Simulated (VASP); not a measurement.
Method: r2SCAN meta-GGA, VASP's PBE PAW potentials (set 64) (plane waves; VASP).

VASP input:

### POSCAR
```
Ag
1.0
  0.0000000000   2.0505678027   2.0505678027
  2.0915791588   0.0000000000   2.0505678027
  2.0915791588   2.0505678027   0.0000000000
Ag
1
Cartesian
  0.0000000000   0.0000000000   0.0000000000
```

File KPOINTS:
```
K-points
0
Gamma
14 14 14
```

### INCAR
```
# general
SYSTEM  = Ag
PREC    = Accurate
ENCUT   = 480
LREAL   = .False.   # projection in real space or not
LASPH   = .True.

# electronic loop
EDIFF   = 1E-7
NELM    = 100
ALGO    = Normal   # blocked Davidson
LMAXMIX = 4
LMIXTAU = .True.

# smearing
ISMEAR  = 1   # Methfessel-Paxton
SIGMA   = 0.1   # width (eV)

# functional
METAGGA = R2SCAN

# ions
ISIF    = 2

# output
LWAVE   = .False.
LCHARG  = .False.
```

POTCAR, in this order: Ag (PBE.64 set). Program: vasp_std.

The resulting files:

File OUTCAR:
```
 ion  position               nearest neighbor table
   1  0.000  0.000  0.000-
  LATTYP: Found a body centered tetragonal cell.
 ALAT       =     2.8999407971
 C/A-ratio  =     1.4424978337
 Subroutine PRICEL returns:
 Original cell was already a primitive cell.
 Subroutine GETGRP returns: Found 16 space group operations
The static configuration has the point symmetry D_4h.
The dynamic configuration has the point symmetry D_4h.
 Subroutine INISYM returns: Found 16 space group operations
 Subroutine IBZKPT returns following result:
 Found    244 irreducible k-points:

 Following reciprocal coordinates:
            Coordinates               Weight
  0.000000  0.000000  0.000000      1.000000
  0.071429  0.000000  0.000000      8.000000
  0.142857  0.000000  0.000000      8.000000
  0.214286  0.000000  0.000000      8.000000
  0.285714 -0.000000 -0.000000      8.000000
  0.357143  0.000000  0.000000      8.000000
  0.428571  0.000000  0.000000      8.000000
  0.500000  0.000000  0.000000      4.000000
  0.071429  0.071429  0.000000      4.000000
  0.142857  0.071429  0.000000     16.000000
  0.214286  0.071429 -0.000000     16.000000
  0.285714  0.071429 -0.000000     16.000000
  0.357143  0.071429  0.000000     16.000000
  0.428571  0.071429 -0.000000     16.000000
  0.500000  0.071429  0.000000     16.000000
 -0.428571  0.071429 -0.000000     16.000000
 -0.357143  0.071429  0.000000     16.000000
 -0.285714  0.071429  0.000000     16.000000
 -0.214286  0.071429  0.000000     16.000000
 -0.142857  0.071429 -0.000000     16.000000
 -0.071429  0.071429  0.000000      8.000000
  0.142857  0.142857  0.000000      4.000000
  0.214286  0.142857 -0.000000     16.000000
  0.285714  0.142857 -0.000000     16.000000
  0.357143  0.142857  0.000000     16.000000
  0.428571  0.142857  0.000000     16.000000
  0.500000  0.142857 -0.000000     16.000000
 -0.428571  0.142857  0.000000     16.000000
 -0.357143  0.142857 -0.000000     16.000000
 -0.285714  0.142857 -0.000000     16.000000
 -0.214286  0.142857 -0.000000     16.000000
 -0.142857  0.142857  0.000000      8.000000
  0.214286  0.214286  0.000000      4.000000
  0.285714  0.214286 -0.000000     16.000000
  0.357143  0.214286  0.000000     16.000000
  0.428571  0.214286  0.000000     16.000000
  0.500000  0.214286  0.000000     16.000000
 -0.428571  0.214286 -0.000000     16.000000
 -0.357143  0.214286  0.000000     16.000000
 -0.285714  0.214286  0.000000     16.000000
   k-points           NKPTS =    244   k-points in BZ     NKDIM =    244   number of bands    NBANDS=      9
   number of dos      NEDOS =    301   number of ions     NIONS =      1
   total plane-waves  NPLWV =  13824
   dimension x,y,z NGX =    24 NGY =   24 NGZ =   24
   dimension x,y,z NGXF=    48 NGYF=   48 NGZF=   48
   ions per type =               1
   PREC   = accura    normal or accurate (medium, high low for compatibility)
   ISTART =      0    job   : 0-new  1-cont  2-samecut
   ICHARG =      2    charge: 1-file 2-atom 10-const
   ISPIN  =      1    spin polarized calculation?
   LNONCOLLINEAR =      F non collinear calculations
   LSORBIT =      F    spin-orbit coupling
   INIWAV =      1    electr: 0-lowe 1-rand  2-diag
   ENCUT  =  480.0 eV  35.28 Ry    5.94 a.u.   5.18  5.23  5.23*2*pi/ulx,y,z
   NELM   =    100;   NELMIN=  2; NELMDL= -5     # of ELM steps
   EDIFF  = 0.1E-06   stopping-criterion for ELM
   LREAL  =      F    real-space projection
   NLSPLINE    = F    spline interpolate recip. space projectors
   LMAXMIX     =    4 max onsite mixed and CHGCAR
...
```

### OSZICAR
```
       N       E                     dE             d eps       ncg     rms          rms(c)
DAV:   1     0.229525230450E+02    0.22953E+02   -0.55421E+03  4480   0.106E+03
DAV:   2    -0.244240818085E+02   -0.47377E+02   -0.45132E+02  4523   0.207E+02
DAV:   3    -0.248298299575E+02   -0.40575E+00   -0.40560E+00  5095   0.234E+01
DAV:   4    -0.248311140266E+02   -0.12841E-02   -0.12840E-02  4920   0.116E+00
DAV:   5    -0.248311294174E+02   -0.15391E-04   -0.15390E-04  4969   0.113E-01    0.566E+00
DAV:   6    -0.212041274079E+02    0.36270E+01   -0.79157E+00  4423   0.324E+01    0.497E+00
DAV:   7    -0.213491088036E+02   -0.14498E+00   -0.51156E-01  4411   0.724E+00    0.240E+00
DAV:   8    -0.213378212137E+02    0.11288E-01   -0.34669E-02  4408   0.183E+00    0.145E-01
DAV:   9    -0.213505708222E+02   -0.12750E-01   -0.33317E-02  4506   0.148E+00    0.186E-01
DAV:  10    -0.213512449664E+02   -0.67414E-03   -0.21887E-03  4497   0.578E-01    0.717E-02
DAV:  11    -0.213553821868E+02   -0.41372E-02   -0.64868E-03  4469   0.675E-01    0.649E-02
DAV:  12    -0.213551568224E+02    0.22536E-03   -0.24731E-04  4952   0.168E-01    0.541E-02
DAV:  13    -0.213552717038E+02   -0.11488E-03   -0.14303E-04  4555   0.130E-01    0.281E-02
DAV:  14    -0.213553367950E+02   -0.65091E-04   -0.14763E-04  4601   0.105E-01    0.604E-03
DAV:  15    -0.213553354446E+02    0.13504E-05   -0.56206E-06  4614   0.262E-02    0.210E-03
DAV:  16    -0.213553357131E+02   -0.26841E-06   -0.14372E-07  4677   0.467E-03    0.136E-03
DAV:  17    -0.213553368147E+02   -0.11016E-05   -0.90426E-07  4432   0.985E-03    0.432E-04
DAV:  18    -0.213553367954E+02    0.19241E-07   -0.78313E-08  4634   0.315E-03
   1 F= -.21355337E+02 E0= -.21355351E+02  d E =0.422683E-04
```

File OUTCAR:
```
------------------------ aborting loop because EDIFF is reached ----------------------------------------
  FORCE on cell =-STRESS in cart. coord.  units (eV):
  Direction    XX          YY          ZZ          XY          YZ          ZX
  --------------------------------------------------------------------------------------
  Total       -0.2020102     -0.1410249     -0.1410249     -0.0000000      0.0000000     -0.0000000
  in kB      -18.4005743    -12.8455784    -12.8455784     -0.0000000      0.0000000     -0.0000000
  external PRESSURE =     -14.6972437 kB  Pullay stress =       0.0000000 kB
  volume of cell :       17.59
      direct lattice vectors                 reciprocal lattice vectors
     0.000000000  2.050567803  2.050567803    -0.239053826  0.243834902  0.243834902
     2.091579159  0.000000000  2.050567803     0.239053826 -0.243834902  0.243834902
     2.091579159  2.050567803  0.000000000     0.239053826  0.243834902 -0.243834902
 POSITION                                       TOTAL-FORCE (eV/Angst)
 -----------------------------------------------------------------------------------
      0.00000      0.00000      0.00000         0.000000      0.000000      0.000000
 -----------------------------------------------------------------------------------
    total drift:                               -0.000000     -0.000000     -0.000000
  FREE ENERGIE OF THE ION-ELECTRON SYSTEM (eV)
  ---------------------------------------------------
  free  energy   TOTEN  =       -21.3553367954 eV

  energy  without entropy=      -21.3553790638  energy(sigma->0) =      -21.35535088
```
(Selected blocks of OUTCAR.)

### OUTCAR
```
 val. band max:        7.9006059051   @ k =  -0.2857   0.2143   0.1429

 cond. band min:       7.9915462323   @ k =   0.2143   0.5000   0.0714


 Fermi energy:         7.9571081631

 k-point     1 :       0.0000    0.0000    0.0000
  band No.  band energies     occupation
      1       0.2853      2.00000
      2       2.9023      2.00000
      3       3.0258      2.00000
      4       3.0258      2.00000
      5       3.9083      2.00000
      6       4.0328      2.00000
      7      24.5884      0.00000
      8      27.9567      0.00000
      9      28.1947      0.00000

 k-point     2 :       0.0714    0.0000    0.0000
  band No.  band energies     occupation
      1       0.4454      2.00000
      2       2.9110      2.00000
      3       3.0260      2.00000
      4       3.0681      2.00000
      5       3.8959      2.00000
      6       4.0146      2.00000
      7      24.5708      0.00000
      8      26.8005      0.00000
      9      28.0813      0.00000

 k-point     3 :       0.1429    0.0000    0.0000
  band No.  band energies     occupation
      1       0.8892      2.00000
      2       2.8883      2.00000
      3       3.0911      2.00000
      4       3.1671      2.00000
      5       3.8905      2.00000
      6       3.9877      2.00000
      7      23.4094      0.00000
      8      25.5387      0.00000
      9      28.1427      0.00000

 k-point     4 :       0.2143    0.0000    0.0000
  band No.  band energies     occupation
      1       1.4240      2.00000
      2       3.0412      2.00000
      3       3.1393      2.00000
      4       3.2350      2.00000
      5       3.9817      2.00000
      6       4.0369      2.00000
      7      20.7391      0.00000
      8      25.3311      0.00000
      9      28.0528      0.00000

 k-point     5 :       0.2857   -0.0000   -0.0000
  band No.  band energies     occupation
      1       1.6450      2.00000
      2       3.0896      2.00000
      3       3.2019      2.00000
...
```

The compound is Ag in the fcc structure. This cell was strained or had an atom moved on purpose.
